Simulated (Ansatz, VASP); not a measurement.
**One calculation of TePd, two programs**

```
Te Pd
1.0
     4.15210    0.00000    0.00000
    -2.07605    3.59582    0.00000
     0.00000    0.00000    5.67190
Te Pd
2 2
Direct
  0.33333 0.66667 0.25000
  0.66667 0.33333 0.75000
  0.00000 0.00000 0.00000
  0.00000 0.00000 0.50000
```

Alike in both runs: task single point; functional LDA; k mesh 5 × 5 × 4; occupations gaussian, width 0.05 eV; collinear spin; Hubbard terms Pd d U = 6.0 eV.

```csv
,VASP,Ansatz
version,VASP 6.6.1,Ansatz 0.2.0
potentials or method,"VASP PAW LDA potentials, release 64 (Te, Pd)","scalar-relativistic, plane waves, PAW"
plane-wave cutoff (eV),520,420
valence electrons in the cell,32,68
```

|  | VASP | Ansatz | Ansatz less VASP |
| --- | --- | --- | --- |
| gap on the k mesh at the Fermi level (eV) | none | none | - |
| pressure (GPa) | -10.2 | -3.6 | +6.63 |
| largest component of the traceless stress (GPa) | 0.83 | 2.01 | +1.179 |
| net moment per atom (μB) | 0.00 | 0.00 | 0.000 |

The programs project onto different local orbitals, so the same U acts differently. A gap of «none» marks a metal or a gap that the smearing closes. The two sets of potentials don't hold the same shells in valence. Ansatz warned: «filled_band_counts_differ_across_k_points».

Caveats: the U is typed as a test and isn't derived for this compound. The state reached can hang on the start; a lower one may exist. Spin-orbit coupling is left out, which matters for the levels of Te.
